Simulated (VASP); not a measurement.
A VASP calculation is set up with these files.

### KPOINTS
```
Automatic mesh
0
Gamma
2 2 2
0 0 0
```

File POSCAR:
```
Sr
1
    0.0000000000     3.0400000000     3.0400000000
    3.0400000000     0.0000000000     3.0400000000
    3.0400000000     3.0400000000     0.0000000000
Sr
1
Direct
  0.0000000000   0.0000000000   0.0000000000
```

### INCAR
```
SYSTEM = Sr
PREC = Accurate
ENCUT = 400
EDIFF = 1E-6
NELM = 25
ALGO = VeryFast
LREAL = .FALSE.
LASPH = .TRUE.
ISMEAR = 1
SIGMA = 0.1
GGA = PE
LMAXMIX = 4
LWAVE = .FALSE.
LCHARG = .FALSE.
ISIF = 2
HFSCREEN = 0.2
AEXX = 0.25
LHFCALC = .TRUE.
PRECFOCK = Fast
ISYM = 3
```

POTCAR, in this order: Sr_sv (PBE.64 set). Program: vasp_std.

Task: What happens when VASP runs on this input?

Result: There is a fault: a hybrid functional was run with ALGO = VeryFast. The run did not converge; its last values are not results. Against the sound run, the energy per atom (σ→0) increases by 45.568 eV/atom; the pressure drops by 19.26 GPa.

### standard output
```
 POSCAR found type information on POSCAR Sr
 POSCAR found :  1 types and       1 ions
 Reading from existing POTCAR
 Reading from existing POTCAR
 LDA part: xc-table for (Slater+PW92), standard interpolation
 POSCAR, INCAR and KPOINTS ok, starting setup
 WAVECAR not read
 entering main loop
       N       E                     dE             d eps       ncg     rms          rms(c)
RMM:   1    -0.548745576047E+03   -0.54875E+03   -0.28986E+03    27   0.694E+02
RMM:   2    -0.628927678388E+03   -0.80182E+02   -0.84469E+02    27   0.172E+02
RMM:   3    -0.644058727579E+03   -0.15131E+02   -0.23194E+02    27   0.100E+02
RMM:   4    -0.642638406471E+03    0.14203E+01   -0.33230E+01    27   0.452E+01
RMM:   5    -0.642459611372E+03    0.17880E+00   -0.50584E+00    27   0.189E+01
RMM:   6    -0.641902360254E+03    0.55725E+00   -0.64821E-01    27   0.142E+01
RMM:   7    -0.642365660506E+03   -0.46330E+00   -0.16809E+01    27   0.162E+01
RMM:   8    -0.642065947868E+03    0.29971E+00   -0.10315E+00    27   0.115E+01
RMM:   9    -0.642149467343E+03   -0.83519E-01   -0.23686E+00    88   0.815E+00
RMM:  10    -0.642070370175E+03    0.79097E-01   -0.22247E+00    90   0.738E+00
RMM:  11    -0.642085932135E+03   -0.15562E-01   -0.13734E+00    92   0.656E+00
RMM:  12    -0.642080836604E+03    0.50955E-02   -0.86848E-01    92   0.589E+00    0.345E+01
RMM:  13     0.447965163609E+02    0.68688E+03   -0.20501E+01   108   0.371E+01    0.123E+01
RMM:  14     0.433146675885E+02   -0.14818E+01   -0.99019E-01    76   0.781E+00    0.965E+00
RMM:  15     0.436533929594E+02    0.33873E+00   -0.61414E-01    73   0.593E+00    0.669E+00
RMM:  16     0.438107720555E+02    0.15738E+00   -0.47238E-01    76   0.501E+00    0.426E+00
RMM:  17     0.438836694101E+02    0.72897E-01   -0.42399E-01    78   0.466E+00    0.265E+00
RMM:  18     0.439245227318E+02    0.40853E-01   -0.39318E-01    85   0.445E+00    0.162E+00
RMM:  19     0.439488842575E+02    0.24362E-01   -0.37552E-01    93   0.433E+00    0.982E-01
RMM:  20     0.439578541632E+02    0.89699E-02   -0.37583E-01   102   0.425E+00    0.603E-01
RMM:  21     0.439606600231E+02    0.28059E-02   -0.37078E-01   104   0.422E+00    0.367E-01
RMM:  22     0.439601799987E+02   -0.48002E-03   -0.36637E-01   104   0.419E+00    0.227E-01
RMM:  23     0.439598426458E+02   -0.33735E-03   -0.36231E-01   104   0.417E+00    0.142E-01
RMM:  24     0.439595258345E+02   -0.31681E-03   -0.35936E-01   104   0.416E+00    0.914E-02
RMM:  25     0.439592752019E+02   -0.25063E-03   -0.35610E-01   103   0.414E+00

 -----------------------------------------------------------------------------
|                                                                             |
|           W    W    AA    RRRRR   N    N  II  N    N   GGGG   !!!           |
|           W    W   A  A   R    R  NN   N  II  NN   N  G    G  !!!           |
|           W    W  A    A  R    R  N N  N  II  N N  N  G       !!!           |
|           W WW W  AAAAAA  RRRRR   N  N N  II  N  N N  G  GGG   !            |
|           WW  WW  A    A  R   R   N   NN  II  N   NN  G    G                |
|           W    W  A    A  R    R  N    N  II  N    N   GGGG   !!!           |
|                                                                             |
|     The electronic self-consistency was not achieved in the given           |
|     number of steps (NELM). The forces and other quantities evaluated       |
|     might not be reliable so examine the results carefully. If you find     |
|     spurious results, we suggest increasing NELM, if you were close to      |
|     convergence or switching to a different ALGO or adjusting the           |
|     density mixing parameters otherwise.                                    |
|                                                                             |
 -----------------------------------------------------------------------------

   1 F= 0.43959275E+02 E0= 0.43958550E+02  d E =0.217421E-02
```

OUTCAR:
```
------------------------ aborting loop EDIFF was not reached (unconverged)  ----------------------------
  FORCE on cell =-STRESS in cart. coord.  units (eV):
  Direction    XX          YY          ZZ          XY          YZ          ZX
  --------------------------------------------------------------------------------------
  Total       -8.1763246     -8.1763246     -8.1763246     -0.0000000     -0.0000000      0.0000000
  in kB     -233.1406267   -233.1406267   -233.1406267     -0.0000000     -0.0000000      0.0000000
  external PRESSURE =    -233.1406267 kB  Pullay stress =       0.0000000 kB
  volume of cell :       56.19
      direct lattice vectors                 reciprocal lattice vectors
     0.000000000  3.040000000  3.040000000    -0.164473684  0.164473684  0.164473684
     3.040000000  0.000000000  3.040000000     0.164473684 -0.164473684  0.164473684
     3.040000000  3.040000000  0.000000000     0.164473684  0.164473684 -0.164473684
 POSITION                                       TOTAL-FORCE (eV/Angst)
 -----------------------------------------------------------------------------------
      0.00000      0.00000      0.00000         0.000000      0.000000      0.000000
 -----------------------------------------------------------------------------------
    total drift:                                0.031602      0.023077      0.019413
  FREE ENERGIE OF THE ION-ELECTRON SYSTEM (eV)
  ---------------------------------------------------
  free  energy   TOTEN  =        43.9592752019 eV

  energy  without entropy=       43.9571009874  energy(sigma->0) =       43.95855046

  exchange ACFDT corr.  =         0.00000000  see jH, gK, PRB 81, 115126
```
(Selected blocks of OUTCAR.)

To mend it, set ALGO = Normal.

The mended run (HSE06 screened hybrid, plane waves, VASP's PBE PAW potentials (set 64)) converges, and its OSZICAR ends with
```
   1 F= -.16092078E+01 E0= -.16099325E+01  d E =0.217421E-02
```

The compound is Sr in the fcc structure. The cell was not relaxed at this level.
